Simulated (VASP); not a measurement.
Level of theory: RPBE GGA, VASP's PBE PAW potentials (set 64) (plane waves; VASP).

The input files of a VASP run:

### POSCAR
```
Cu
1
    0.0000000000     1.8387306167     1.8387306167
    1.8387306167    -0.0000000000     1.8387306167
    1.8387306167     1.8387306167    -0.0000000000
Cu
1
Direct
  0.0000000000   0.0000000000   0.0000000000
```

**KPOINTS**
```
Automatic mesh
0
Gamma
15 15 15
0 0 0
```

### INCAR
```
! general
SYSTEM =Cu
PREC   =Accurate
ENCUT  =520
LREAL  =.False.
LASPH  =.True.

! electronic loop
EDIFF  =1E-6
NELM   =100
ALGO   =Normal
LMAXMIX=4

! smearing
ISMEAR =1
SIGMA  =0.1

! functional
GGA    =RP

! ions
IBRION =2
NSW    =60
ISIF   =3
EDIFFG =-0.01

! output
LWAVE  =.False.
LCHARG =.False.
```

POTCAR, in this order: Cu (PBE.64 set). Program: vasp_std.

The resulting files:

File OSZICAR:
```
       N       E                     dE             d eps       ncg     rms          rms(c)
DAV:   1     0.368686856716E+02    0.36869E+02   -0.56943E+03  2216   0.200E+03
DAV:   2    -0.363688051625E+01   -0.40506E+02   -0.38489E+02  2165   0.193E+02
DAV:   3    -0.403425094659E+01   -0.39737E+00   -0.39653E+00  2573   0.282E+01
DAV:   4    -0.403696929811E+01   -0.27184E-02   -0.27182E-02  2694   0.212E+00
DAV:   5    -0.403700020541E+01   -0.30907E-04   -0.30906E-04  2580   0.180E-01    0.720E+00
DAV:   6    -0.360818962422E+01    0.42881E+00   -0.15459E+01  2289   0.905E+01    0.388E+00
DAV:   7    -0.326289088329E+01    0.34530E+00   -0.25396E+00  2300   0.364E+01    0.594E-01
DAV:   8    -0.325392081374E+01    0.89701E-02   -0.46347E-03  2439   0.920E-01    0.260E-01
DAV:   9    -0.325275852791E+01    0.11623E-02   -0.94582E-03  2432   0.211E+00    0.386E-02
DAV:  10    -0.325275177050E+01    0.67574E-05   -0.75968E-05  3170   0.184E-01    0.713E-03
DAV:  11    -0.325274963709E+01    0.21334E-05   -0.65019E-07  1967   0.113E-02    0.385E-04
DAV:  12    -0.325274970860E+01   -0.71512E-07   -0.55446E-08  1273   0.338E-03
   1 F= -.32527497E+01 E0= -.32526636E+01  d E =-.325275E+01
```

OUTCAR:
```
------------------------ aborting loop because EDIFF is reached ----------------------------------------
  FORCE on cell =-STRESS in cart. coord.  units (eV):
  Direction    XX          YY          ZZ          XY          YZ          ZX
  --------------------------------------------------------------------------------------
  Total       -0.0068303     -0.0068303     -0.0068303      0.0000000     -0.0000000      0.0000000
  in kB       -0.8801628     -0.8801628     -0.8801628      0.0000000     -0.0000000      0.0000000
  external PRESSURE =      -0.8801628 kB  Pullay stress =       0.0000000 kB
  volume of cell :       12.43
      direct lattice vectors                 reciprocal lattice vectors
     0.000000000  1.838730617  1.838730617    -0.271926728  0.271926728  0.271926728
     1.838730617  0.000000000  1.838730617     0.271926728 -0.271926728  0.271926728
     1.838730617  1.838730617  0.000000000     0.271926728  0.271926728 -0.271926728
 POSITION                                       TOTAL-FORCE (eV/Angst)
 -----------------------------------------------------------------------------------
      0.00000      0.00000      0.00000        -0.000000      0.000000     -0.000000
 -----------------------------------------------------------------------------------
    total drift:                               -0.000000     -0.000000     -0.000000
  FREE ENERGIE OF THE ION-ELECTRON SYSTEM (eV)
  ---------------------------------------------------
  free  energy   TOTEN  =        -3.2527497086 eV

  energy  without entropy=       -3.2524912670  energy(sigma->0) =       -3.25266356

 reached required accuracy - stopping structural energy minimisation
```
(Selected blocks of OUTCAR.)

The compound is Cu in the fcc structure. It was relaxed first, which changed the volume by +6 %. The start is the result of an earlier pass.
